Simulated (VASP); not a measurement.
An input for Quantum ESPRESSO's pw.x (written as the equivalent of a VASP run, and not itself run):

```
&CONTROL
  calculation = 'vc-relax'
  pseudo_dir = './pseudo'
  outdir = './out'
  tprnfor = .true.
  tstress = .true.
  nstep = 60
  forc_conv_thr = 0.00039
/
&SYSTEM
  ibrav = 0
  nat = 2
  ntyp = 2
  ecutwfc = 84
  occupations = 'smearing'
  smearing = 'methfessel-paxton'
  degauss = 0.00735
  input_dft = 'pbesol'
/
&ELECTRONS
  conv_thr = 7.3e-08
  electron_maxstep = 100
/
&IONS
/
&CELL
/
ATOMIC_SPECIES
  Ru 101.070 Ru.upf
  N 14.007 N.upf
CELL_PARAMETERS angstrom
     0.0000000    2.1261818    2.1261818
     2.1261818    0.0000000    2.1261818
     2.1261818    2.1261818    0.0000000
ATOMIC_POSITIONS crystal
  Ru   0.0000000  0.0000000  0.0000000
  N    0.5000000  0.5000000  0.5000000
K_POINTS automatic
  13 13 13 0 0 0
```

### Question
Translate this input to VASP (INCAR, KPOINTS, POSCAR, choice of POTCAR).

### Answer
This is not unique; one that fits is 
**INCAR**
```
SYSTEM = RuN
PREC = Accurate; ENCUT = 520; LREAL = .FALSE.
LASPH = .TRUE.
EDIFF = 1E-6; NELM = 100; ALGO = Normal
LMAXMIX = 4
ISMEAR = 1; SIGMA = 0.1
GGA = PS
IBRION = 2; NSW = 60; ISIF = 3
EDIFFG = -0.01
LWAVE = .FALSE.; LCHARG = .FALSE.
```

File POSCAR:
```
RuN
1.0
  0.0000000000   2.1261817617   2.1261817617
  2.1261817617   0.0000000000   2.1261817617
  2.1261817617   2.1261817617   0.0000000000
Ru N
1 1
Direct
  0.0000000000   0.0000000000   0.0000000000
  0.5000000000   0.5000000000   0.5000000000
```

KPOINTS:
```
Automatic mesh
0
Gamma
13 13 13
0 0 0
```

POTCAR, in this order: Ru_pv N (PBE.64 set). Program: vasp_std.

Limits of the translation: the potentials are each code's own (VASP's PAW set, PseudoDojo norm-conserving files in pw.x), so ENCUT and ecutwfc are chosen apart and not converted; conv_thr bounds pw.x's estimated SCF error, while EDIFF bounds the energy change between steps; forc_conv_thr acts on force components and is met together with etot_conv_thr.

The structure was generated: RuN was put into the rock salt type (Fm-3m), which need not be its known phase. This run relaxes it. Symmetry was kept, so distortions that lower it aren't found. The start is the result of an earlier pass.
